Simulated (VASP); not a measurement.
Here is the system:

```xyz
3
Lattice="-1.6070 1.6070 3.9210 1.6070 -1.6070 3.9210 1.6070 1.6070 -3.9210" Properties=species:S:1:pos:R:3 pbc="T T T"
Si     0.0000     0.0000     5.2186
Si     0.0000     0.0000     2.6234
W      1.6070     1.6070    -3.9210
```

The numbers are results of vdW-DF-cx, VASP's PBE PAW potentials (set 64) (plane waves; VASP 6.6.1), not measurements. Settings: 520 eV cut-off, 15×15×15 Γ-centred mesh, tetrahedra with Blöchl corrections, potentials Si W_sv.

The cores are frozen, which limits the accuracy of field gradients.

**Question.** Give the principal components of the electric field gradient (V/Å²) and the asymmetry η at each nucleus.

**Answer.** 
| atom | Vxx | Vyy | Vzz | η |
|---|---|---|---|---|
| Si1 | 4.7 | 4.7 | -9.3 | 0.00 |
| Si2 | 4.7 | 4.7 | -9.3 | 0.00 |
| W3 | 69.8 | 69.8 | -139.7 | 0.00 |

The compound is WSi2 in the MoSi2 type structure. It was relaxed first.
